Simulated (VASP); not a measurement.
All values below come from PBEsol GGA, VASP's PBE PAW potentials (set 64) (plane waves; VASP 6.6.1).

VASP input:

### KPOINTS
```
Automatic
0
gamma
7 7 14
```

File POSCAR:
```
Al2Pt2
1.0
  0.0000000000   3.9850000000   3.9850000000
  3.9850000000   0.0000000000   3.9850000000
  1.9925000000   1.9925000000   0.0000000000
Pt Al
2 2
Cartesian
  0.0000000000   0.0000000000   0.0000000000
  3.9850000000   1.9925000000   1.9925000000
  1.9925000000   3.9850000000   1.9925000000
  3.9850000000   3.9850000000   3.9850000000
```

INCAR:
```
! general
SYSTEM  = Al2Pt2
PREC    = Accurate
ENCUT   = 400
LREAL   = .False.
LASPH   = .True.

! electronic loop
EDIFF   = 1E-6
NELM    = 100
ALGO    = Normal
LMAXMIX = 6

! smearing
ISMEAR  = 1
SIGMA   = 0.1

! functional
GGA     = PS

! ions
IBRION  = 2
NSW     = 60
ISIF    = 3
EDIFFG  = -0.01

! output
LWAVE   = .False.
LCHARG  = .False.
```

POTCAR, in this order: Pt Al (PBE.64 set). Program: vasp_std.

Energy and stress use the plane-wave basis of the starting cell. Unless said otherwise, spin-orbit coupling is left out, though it shifts the bands of the heavy elements here.

Task: Predict the energy per atom (σ→0), volume per atom, band gap (on the k-mesh).

Result: 
| Quantity | Value |
|---|---|
| energy per atom (σ→0) | -6.318 eV/atom |
| band gap (on the k-mesh) | none (metal, semimetal or under 0.01 eV) |
| volume per atom | 14.66 Å³/atom |

**OSZICAR**
```
...
DAV:   1    -0.253015362864E+02   -0.31668E-01   -0.50354E-01  6950   0.600E+00    0.104E+00
DAV:   2    -0.252760117120E+02    0.25525E-01   -0.21588E-01  7211   0.333E+00    0.418E-01
DAV:   3    -0.252736178679E+02    0.23938E-02   -0.11319E-02  7210   0.811E-01    0.149E-01
DAV:   4    -0.252734856553E+02    0.13221E-03   -0.88362E-04  7712   0.166E-01    0.353E-02
DAV:   5    -0.252734827539E+02    0.29014E-05   -0.11926E-04  7404   0.804E-02    0.171E-02
DAV:   6    -0.252734843238E+02   -0.15698E-05   -0.76533E-06  7529   0.221E-02    0.305E-03
DAV:   7    -0.252734844787E+02   -0.15496E-06   -0.28398E-07  3559   0.385E-03
   8 F= -.25273484E+02 E0= -.25272968E+02  d E =-.265379E-02
```

The structure was generated: Al2Pt2 was put into an ordered model structure (R-3m), which need not be its known phase. This run relaxes it. Symmetry was kept, so distortions that lower it aren't found.
